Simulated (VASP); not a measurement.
An input for Ansatz (written as the equivalent of a VASP run, and not itself run):

Ansatz 0.2 input:
```yaml
crystal:
  lattice:
    - [5.5267393, 0.0000000, 0.0000000]
    - [0.0000000, 5.5267393, 0.0000000]
    - [0.0000000, 0.0000000, 5.5267393]
  atoms:
    - { symbol: Cs, position: [0.0000000, 0.0000000, 0.0000000] }
    - { symbol: Pb, position: [0.5000000, 0.5000000, 0.5000000] }
    - { symbol: Cl, position: [0.5000000, 0.0000000, 0.5000000] }
    - { symbol: Cl, position: [0.0000000, 0.5000000, 0.5000000] }
    - { symbol: Cl, position: [0.5000000, 0.5000000, 0.0000000] }
kpoints:
  mp_grid: { grid: [4, 4, 4] }
hamiltonian:
  xc: lda
  pseudopotentials: { kind: paw }
scf:
  occupations: { method: gaussian, width: 0.05 }
  max_iter: 100
relax:
  max_steps: 40
  f_tol: 0.02
  cell: {}
output: { forces: true, stress: true, eigenvalues: true }
```

Task: Translate this input to VASP (INCAR, KPOINTS, POSCAR, choice of POTCAR).

Result: One answer among several that fit: 
KPOINTS:
```
kpoints
0
G
4 4 4
```

INCAR:
```
SYSTEM=CsPbCl3
PREC=Accurate; ENCUT=500; LREAL=F
LASPH=T
EDIFF=1E-6; NELM=100; ALGO=Normal
LMAXMIX=4
ISMEAR=0; SIGMA=0.05
IBRION=2; NSW=40; ISIF=3
EDIFFG=-0.02
LWAVE=F; LCHARG=F
```

File POSCAR:
```
CsPbCl3
1
    5.5267393132    -0.0000000000    -0.0000000000
   -0.0000000000     5.5267393132    -0.0000000000
    0.0000000000    -0.0000000000     5.5267393132
Cs Pb Cl
1 1 3
Direct
  0.0000000000   0.0000000000   0.0000000000
  0.5000000000   0.5000000000   0.5000000000
  0.5000000000   0.0000000000   0.5000000000
  0.0000000000   0.5000000000   0.5000000000
  0.5000000000   0.5000000000   0.0000000000
```

POTCAR, in this order: Cs_sv Pb_d Cl (LDA.64 set). Program: vasp_std.

The two are equivalent in intent, not identical: each code has its own PAW files, so the cut-off isn't converted (ENCUT is set for VASP's; basis.ecutwfc is left out, and Ansatz then takes the one that its files recommend); Ansatz stops its SCF on the density residual and VASP on the energy change (EDIFF); Ansatz's lda is the Perdew-Wang form, while the LDA potentials of VASP carry Perdew-Zunger's.

The compound is CsPbCl3 in the cubic perovskite structure, the ideal cubic form; the compound distorts at low or room temperature. It was relaxed first.
